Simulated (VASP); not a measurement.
Consider the following.

```yaml
crystal:
  lattice:
    - [1.55045, -2.68545, 0.00000]
    - [1.55045, 2.68545, 0.00000]
    - [0.00000, 0.00000, 3.43538]
  atoms:
    - { symbol: Hf, position: [0.00000, 0.00000, 0.00000] }
    - { symbol: B, position: [0.33333, 0.66667, 0.50000] }
    - { symbol: B, position: [0.66667, 0.33333, 0.50000] }
```

Calculation: LDA (Ceperley-Alder, Perdew-Zunger) with spin-orbit coupling, VASP's LDA PAW potentials (set 64) (plane waves; VASP). Numerical set-up: 520 eV cut-off, 10×10×8 Γ-centred mesh, Gaussian smearing of 0.050 eV, potentials Hf_pv B.

Question: Estimate the energy per atom (σ→0), band gap (over mesh and band path) with the smallest direct gap where there is one.

Answer: 
The band gap (over mesh and band path) is none (metal, semimetal or under 0.01 eV) and the energy per atom (σ→0) is -9.878 eV/atom.

Only differences to runs with the same potentials and settings are physical.

The compound is HfB2 in the AlB2 type structure. It was relaxed first.
